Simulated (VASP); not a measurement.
Here is a VASP 6.6.1 calculation.

The input INCAR:

```
SYSTEM = Bi3SbO3
PREC     = Normal         ! precision mode
ENCUT    = 520            ! plane-wave cutoff, eV
EDIFF    = 1E-4           ! SCF threshold, eV
ISMEAR   = 0              ! smearing method
SIGMA    = 0.15           ! smearing width, eV
LREAL    = .False.        ! projectors in reciprocal space
LASPH    = .True.         ! aspherical terms in the spheres
NELM     = 60             ! most SCF steps
ALGO     = Fast           ! electronic algorithm
ISIF     = 3              ! what is computed and relaxed
LWAVE    = .False.        ! write WAVECAR
LCHARG   = .False.        ! write CHGCAR
GGA      = PE             ! functional
IBRION   = 2              ! ionic algorithm
NSW      = 24             ! ionic steps
EDIFFG   = -0.08          ! ionic threshold
```

The input KPOINTS:

```
regular mesh
0
Gamma
  3 3 2
  0 0 0
```

The input POSCAR:

```
Bi3SbO3
1.0
    3.3652626200     -3.6003205100      0.0000000000
    3.3652626200      3.6003205100      0.0000000000
    0.0000000000      0.0000000000      6.6612397800
Sb Bi O
1 3 3
Direct
    0.5000000000      0.5000000000      0.0000000000
    0.0000000000      0.5000000000      0.0000000000
    0.5000000000      0.0000000000      0.0000000000
    0.5000000000      0.5000000000      0.5000000000
    0.7600322100      0.7600322100      0.0000000000
    0.2399677900      0.2399677900      0.0000000000
    0.0000000000      0.0000000000      0.0000000000
```

Potentials or basis: VASP PAW PBE potentials, release 64 (Sb, Bi_d, O).

Run with:

```bash
$ cat potpaw_PBE.64/Sb/POTCAR potpaw_PBE.64/Bi_d/POTCAR potpaw_PBE.64/O/POTCAR > POTCAR
$ mpirun -np 1 vasp_std > vasp.out
```

What does it give for the relaxed volume?

30.55 Å³/atom.

What does it give for the space group after relaxing (to 0.05 Å)?

Cmmm (No. 65).

What does it give for the band gap on the k mesh?

None (metal or under the smearing width).

Stress tensor (GPa, compression positive):
```
 0.12  0.00  0.00
 0.00  0.14  0.00
 0.00  0.00 -0.09
```

Caveat: the k mesh is coarse (spacing up to 0.47 Å⁻¹), so the values aren't converged; the volume moved by over 15 % at a fixed basis, so the end points are rough; spin-orbit coupling is left out, which moves the levels of the heavy elements.
